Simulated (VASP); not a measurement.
Given:

```
CELL_PARAMETERS angstrom
      1.36500    -2.36425     0.00000
      1.36500     2.36425     0.00000
      0.00000     0.00000     4.32000
ATOMIC_POSITIONS crystal
  Os 0.33333 0.66667 0.25000
  Os 0.66667 0.33333 0.75000
```

These are PBE GGA, VASP's PBE PAW potentials (set 64) (plane waves; VASP) values and carry that method's errors. Run with 300 eV cut-off, 13×13×7 Γ-centred mesh, Gaussian smearing of 0.14 eV, potentials Os.

At this cut-off the stress carries a Pulay error, which pulls relaxed volumes low. Unless said otherwise, spin-orbit coupling is left out, though it shifts the bands of the heavy elements here.

Question: What does the run give for the energy per atom (σ→0), pressure, band gap (on the k-mesh) with the smallest direct gap where there is one?

Answer: 
The band gap (on the k-mesh) is none (metal, semimetal or under 0.01 eV) and the energy per atom (σ→0) comes out as -11.233 eV/atom. The pressure is 8.14 GPa.

The absolute energy has meaning only against runs of the same code, potentials and settings.

The structure is a typed Os crystal (P6_3/mmc). The cell was not relaxed at this level.
